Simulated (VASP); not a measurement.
Output of a VASP run:

**OSZICAR**
```
       N       E                     dE             d eps       ncg     rms          rms(c)
DAV:   1     0.416594653106E+03    0.41659E+03   -0.18734E+04   520   0.151E+03
DAV:   2     0.430480540479E+02   -0.37355E+03   -0.36390E+03   636   0.334E+02
DAV:   3    -0.338014920728E+01   -0.46428E+02   -0.45821E+02   622   0.129E+02
DAV:   4    -0.526931111328E+01   -0.18892E+01   -0.18796E+01   656   0.328E+01
DAV:   5    -0.532515267946E+01   -0.55842E-01   -0.55779E-01   664   0.467E+00    0.418E+00
DAV:   6    -0.481761605411E+01    0.50754E+00   -0.97608E-01   748   0.100E+01    0.242E+00
DAV:   7    -0.477711102254E+01    0.40505E-01   -0.50969E-01   776   0.422E+00    0.951E-01
DAV:   8    -0.478523046035E+01   -0.81194E-02   -0.62372E-02   678   0.219E+00    0.187E-01
DAV:   9    -0.478508266336E+01    0.14780E-03   -0.10398E-02   720   0.835E-01    0.101E-01
DAV:  10    -0.478539255294E+01   -0.30989E-03   -0.10221E-03   614   0.206E-01    0.383E-02
DAV:  11    -0.478545499159E+01   -0.62439E-04   -0.13960E-04   628   0.104E-01    0.723E-03
DAV:  12    -0.478545691915E+01   -0.19276E-05   -0.20115E-05   730   0.493E-02    0.514E-03
DAV:  13    -0.478545668539E+01    0.23376E-06   -0.23116E-06   728   0.137E-02    0.215E-03
DAV:  14    -0.478545677384E+01   -0.88458E-07   -0.33339E-07   500   0.418E-03
   1 F= -.47854568E+01 E0= -.47854568E+01  d E =-.355173E-16
```

OUTCAR:
```
------------------------ aborting loop because EDIFF is reached ----------------------------------------
  FORCE on cell =-STRESS in cart. coord.  units (eV):
  Direction    XX          YY          ZZ          XY          YZ          ZX
  --------------------------------------------------------------------------------------
  Total        0.9067774      0.9067774      0.9067774      0.0000000      0.0000000     -0.0000000
  in kB        7.2654718      7.2654718      7.2654718      0.0000000      0.0000000     -0.0000000
  external PRESSURE =       7.2654718 kB  Pullay stress =       0.0000000 kB
  volume of cell :      199.96
      direct lattice vectors                 reciprocal lattice vectors
     5.847665037  0.000000000  0.000000000     0.171008427  0.000000000  0.000000000
     0.000000000  5.847665037  0.000000000     0.000000000  0.171008427  0.000000000
     0.000000000  0.000000000  5.847665037     0.000000000  0.000000000  0.171008427
 POSITION                                       TOTAL-FORCE (eV/Angst)
 -----------------------------------------------------------------------------------
      0.00000      0.00000      0.00000         0.000000      0.000000      0.000000
      2.92383      2.92383      2.92383         0.000000      0.000000      0.000000
      2.92383      0.00000      2.92383         0.000000      0.000000      0.000000
      0.00000      2.92383      2.92383         0.000000      0.000000      0.000000
      2.92383      2.92383      0.00000         0.000000      0.000000      0.000000
 -----------------------------------------------------------------------------------
    total drift:                                0.000000     -0.000000     -0.000000
  FREE ENERGIE OF THE ION-ELECTRON SYSTEM (eV)
  ---------------------------------------------------
  free  energy   TOTEN  =        -4.7854567738 eV

  energy  without entropy=       -4.7854567738  energy(sigma->0) =       -4.78545677
```
(Selected blocks of OUTCAR.)

File POSCAR:
```
CsPbBr3
1
    5.8476650375     0.0000000000     0.0000000000
    0.0000000000     5.8476650375     0.0000000000
    0.0000000000     0.0000000000     5.8476650375
Cs Pb Br
1 1 3
Direct
  0.0000000000   0.0000000000   0.0000000000
  0.5000000000   0.5000000000   0.5000000000
  0.5000000000   0.0000000000   0.5000000000
  0.0000000000   0.5000000000   0.5000000000
  0.5000000000   0.5000000000   0.0000000000
```

Problem. Reconstruct the remaining input files.

Solution. This is not unique; one that fits is the input of the run itself, optB86b-vdW, plane waves, VASP's PBE PAW potentials (set 64).

### KPOINTS
```
kpoints
0
Gamma
 4 4 4
0 0 0
```

INCAR:
```
# general
SYSTEM  =CsPbBr3
PREC    =Accurate
ENCUT   =520
LREAL   =.False.
LASPH   =.True.

# electronic loop
EDIFF   =1E-7
NELM    =100
ALGO    =Normal
LMAXMIX =4

# smearing
ISMEAR  =0
SIGMA   =0.05

# functional
GGA     =MK
LUSE_VDW=.True.
AGGAC   =0.0
PARAM1  =0.1234
PARAM2  =1.0

# ions
ISIF    =2

# output
LWAVE   =.False.
LCHARG  =.False.
```

POTCAR, in this order: Cs_sv Pb_d Br (PBE.64 set). Program: vasp_std.

The compound is CsPbBr3 in the cubic perovskite structure, the ideal cubic form; the compound distorts at low or room temperature. This cell is one point of a volume scan, at 0.97 of the reference volume.
